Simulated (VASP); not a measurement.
Calculation: PBE GGA with D3 dispersion (zero damping), VASP's PBE PAW potentials (set 64) (plane waves; VASP 6.6.1).

Input for VASP

### POSCAR
```
CdF2
1
    0.0000000000     2.7577037600     2.7577037600
    2.7577037600     0.0000000000     2.7577037600
    2.7577037600     2.7577037600     0.0000000000
Cd F
1 2
Direct
  0.0000000000   0.0000000000   0.0000000000
  0.2500000000   0.2500000000   0.2500000000
  0.7500000000   0.7500000000   0.7500000000
```

INCAR:
```
! general
SYSTEM =CdF2
PREC   =Accurate
ENCUT  =520
LREAL  =.FALSE.
LASPH  =.TRUE.

! electronic loop
EDIFF  =1E-7
NELM   =100
ALGO   =Normal
LMAXMIX=4

! smearing
ISMEAR =0
SIGMA  =0.05

! functional
GGA    =PE
IVDW   =11

! ions
ISIF   =2

! output
LWAVE  =.FALSE.
LCHARG =.FALSE.
```

KPOINTS:
```
Automatic mesh
0
Gamma
7 7 7
0 0 0
```

POTCAR, in this order: Cd F (PBE.64 set). Program: vasp_std.

Output

OUTCAR:
```
 ion  position               nearest neighbor table
   1  0.000  0.000  0.000-   3 2.39   3 2.39   3 2.39   2 2.39   3 2.39   2 2.39   2 2.39   2 2.39
  LATTYP: Found a face centered cubic cell.
 ALAT       =     5.5154075200
 Subroutine PRICEL returns:
 Original cell was already a primitive cell.
 Subroutine GETGRP returns: Found 48 space group operations
The static configuration has the point symmetry O_h .
The dynamic configuration has the point symmetry O_h .
 Subroutine INISYM returns: Found 48 space group operations
 Subroutine IBZKPT returns following result:
 Found     20 irreducible k-points:

 Following reciprocal coordinates:
            Coordinates               Weight
  0.000000  0.000000  0.000000      1.000000
  0.142857  0.000000  0.000000      8.000000
  0.285714  0.000000  0.000000      8.000000
  0.428571  0.000000  0.000000      8.000000
  0.142857  0.142857  0.000000      6.000000
  0.285714  0.142857  0.000000     24.000000
  0.428571  0.142857  0.000000     24.000000
 -0.428571  0.142857  0.000000     24.000000
 -0.285714  0.142857  0.000000     24.000000
 -0.142857  0.142857  0.000000     12.000000
  0.285714  0.285714  0.000000      6.000000
  0.428571  0.285714  0.000000     24.000000
 -0.428571  0.285714  0.000000     24.000000
 -0.285714  0.285714  0.000000     12.000000
  0.428571  0.428571  0.000000      6.000000
 -0.428571  0.428571  0.000000     12.000000
  0.428571  0.285714  0.142857     24.000000
 -0.428571  0.285714  0.142857     48.000000
 -0.428571  0.428571  0.142857     24.000000
 -0.285714  0.428571  0.142857     24.000000
   k-points           NKPTS =     20   k-points in BZ     NKDIM =     20   number of bands    NBANDS=     17
   number of dos      NEDOS =    301   number of ions     NIONS =      3
   total plane-waves  NPLWV =  27000
   dimension x,y,z NGX =    30 NGY =   30 NGZ =   30
   dimension x,y,z NGXF=    60 NGYF=   60 NGZF=   60
   ions per type =               1   2
   PREC   = accura    normal or accurate (medium, high low for compatibility)
   ISTART =      0    job   : 0-new  1-cont  2-samecut
   ICHARG =      2    charge: 1-file 2-atom 10-const
   ISPIN  =      1    spin polarized calculation?
   LNONCOLLINEAR =      F non collinear calculations
   LSORBIT =      F    spin-orbit coupling
   INIWAV =      1    electr: 0-lowe 1-rand  2-diag
   ENCUT  =  520.0 eV  38.22 Ry    6.18 a.u.   7.25  7.25  7.25*2*pi/ulx,y,z
   NELM   =    100;   NELMIN=  2; NELMDL= -5     # of ELM steps
   EDIFF  = 0.1E-06   stopping-criterion for ELM
   LREAL  =      F    real-space projection
   NLSPLINE    = F    spline interpolate recip. space projectors
   LMAXMIX     =    4 max onsite mixed and CHGCAR
   VOSKOWN=      0    Vosko Wilk Nusair interpolation
   EDIFFG = 0.1E-05   stopping-criterion for IOM
   NSW    =      0    number of steps for IOM
   NBLOCK =      1;   KBLOCK =      1    inner block; outer block
   IBRION =     -1    ionic relax: 0-MD 1-quasi-New 2-CG
   NFREE  =      0    steps in history (QN), initial steepest desc. (CG)
   ISIF   =      2    stress and relaxation
   ISYM   =      2    0-nonsym 1-usesym 2-fastsym
   TEIN   =    0.0    initial temperature
   TEBEG  =    0.0;   TEEND  =   0.0 temperature during run
   SMASS  =  -3.00    Nose mass-parameter (am)
   PSTRESS=    0.0 pullay stress
   NELECT =      26.0000    total number of electrons
   EFERMI =   0.00;   METHOD = LEGACY
   ISMEAR =     0;   SIGMA  =   0.05  broadening in eV -4-tet -1-fermi 0-gaus
   IALGO  =     38    algorithm
   LDIAG  =      T    sub-space diagonalisation (order eigenvalues)
   IMIX   =      4    mixing-type and parameters
     AMIX     =   0.40;   BMIX     =  1.00
     AMIX_MAG =   1.60;   BMIX_MAG =  1.00
     AMIN     =   0.10
...
```

OSZICAR:
```
       N       E                     dE             d eps       ncg     rms          rms(c)
DAV:   1     0.203150472912E+03    0.20315E+03   -0.15695E+04   704   0.153E+03
DAV:   2    -0.357494805570E+01   -0.20673E+03   -0.20160E+03   772   0.381E+02
DAV:   3    -0.126691405690E+02   -0.90942E+01   -0.90701E+01   721   0.901E+01
DAV:   4    -0.127187040724E+02   -0.49564E-01   -0.49550E-01   759   0.674E+00
DAV:   5    -0.127188882067E+02   -0.18413E-03   -0.18413E-03   718   0.377E-01    0.963E+00
DAV:   6    -0.108829724198E+02    0.18359E+01   -0.55785E+00   884   0.464E+01    0.684E+00
DAV:   7    -0.109256206663E+02   -0.42648E-01   -0.93401E-01   681   0.101E+01    0.394E+00
DAV:   8    -0.109149400498E+02    0.10681E-01   -0.18874E-01   740   0.422E+00    0.791E-01
DAV:   9    -0.109043849131E+02    0.10555E-01   -0.46397E-02   791   0.248E+00    0.108E-01
DAV:  10    -0.109049164784E+02   -0.53157E-03   -0.34719E-03   699   0.782E-01    0.130E-01
DAV:  11    -0.109050168844E+02   -0.10041E-03   -0.26366E-04   718   0.199E-01    0.547E-02
DAV:  12    -0.109050475372E+02   -0.30653E-04   -0.12409E-04   708   0.101E-01    0.159E-02
DAV:  13    -0.109050494947E+02   -0.19575E-05   -0.69131E-06   751   0.244E-02    0.760E-03
DAV:  14    -0.109050493836E+02    0.11109E-06   -0.20710E-06   703   0.218E-02    0.196E-03
DAV:  15    -0.109050494415E+02   -0.57971E-07   -0.10666E-07   557   0.455E-03
   1 F= -.11347558E+02 E0= -.11347558E+02  d E =-.188411E-11
```

OUTCAR:
```
------------------------ aborting loop because EDIFF is reached ----------------------------------------
 Edisp (eV)   -0.44251
  FORCE on cell =-STRESS in cart. coord.  units (eV):
  Direction    XX          YY          ZZ          XY          YZ          ZX
  --------------------------------------------------------------------------------------
  Total      -0.69454    -0.69454    -0.69454     0.00000     0.00000    -0.00000
  in kB     -26.52984   -26.52984   -26.52984     0.00000     0.00000    -0.00000
  external pressure =      -26.53 kB  Pullay stress =        0.00 kB
  volume of cell :       41.94
      direct lattice vectors                 reciprocal lattice vectors
     0.000000000  2.757703760  2.757703760    -0.181310265  0.181310265  0.181310265
     2.757703760  0.000000000  2.757703760     0.181310265 -0.181310265  0.181310265
     2.757703760  2.757703760  0.000000000     0.181310265  0.181310265 -0.181310265
 POSITION                                       TOTAL-FORCE (eV/Angst)
 -----------------------------------------------------------------------------------
      0.00000      0.00000      0.00000         0.000000      0.000000     -0.000000
      1.37885      1.37885      1.37885         0.000000      0.000000      0.000000
      4.13656      4.13656      4.13656        -0.000000     -0.000000     -0.000000
 -----------------------------------------------------------------------------------
    total drift:                                0.000000     -0.000000      0.000000
  FREE ENERGIE OF THE ION-ELECTRON SYSTEM (eV)
  ---------------------------------------------------
  free  energy   TOTEN  =       -11.3475578245 eV

  energy  without entropy=      -11.3475578245  energy(sigma->0) =      -11.34755782
```
(Selected blocks of OUTCAR.)

File OUTCAR:
```
 val. band max:       -1.8664749490   @ k =  -0.2857   0.4286   0.1429

 cond. band min:       1.0100682722   @ k =   0.0000   0.0000   0.0000


 Fermi energy:        -1.6358829656

 k-point     1 :       0.0000    0.0000    0.0000
  band No.  band energies     occupation
      1     -22.2541      2.00000
      2     -21.3295      2.00000
      3      -7.2543      2.00000
      4      -7.2543      2.00000
      5      -7.2543      2.00000
      6      -6.3293      2.00000
      7      -6.3293      2.00000
      8      -2.6189      2.00000
      9      -2.6188      2.00000
     10      -2.6188      2.00000
     11      -2.3871      2.00000
     12      -2.3871      2.00000
     13      -2.3871      2.00000
     14       1.0101      0.00000
     15      10.5451      0.00000
     16      10.5451      0.00000
     17      10.5451      0.00000

 k-point     2 :       0.1429    0.0000    0.0000
  band No.  band energies     occupation
      1     -22.1996      2.00000
      2     -21.3772      2.00000
      3      -7.1924      2.00000
      4      -7.1924      2.00000
      5      -7.0776      2.00000
      6      -6.3439      2.00000
      7      -6.3439      2.00000
      8      -3.1903      2.00000
      9      -2.7750      2.00000
     10      -2.7750      2.00000
     11      -2.4871      2.00000
     12      -2.3383      2.00000
     13      -2.3383      2.00000
     14       1.7148      0.00000
     15       9.6776      0.00000
     16      10.8042      0.00000
     17      10.8042      0.00000

 k-point     3 :       0.2857    0.0000    0.0000
  band No.  band energies     occupation
      1     -22.0576      2.00000
      2     -21.5021      2.00000
      3      -7.0660      2.00000
      4      -7.0660      2.00000
      5      -6.6313      2.00000
      6      -6.3424      2.00000
      7      -6.3424      2.00000
      8      -3.9243      2.00000
      9      -3.0928      2.00000
     10      -3.0928      2.00000
     11      -3.0520      2.00000
...
```

The compound is CdF2 in the fluorite structure. This cell is one point of a volume scan, at 1.03 of the reference volume.
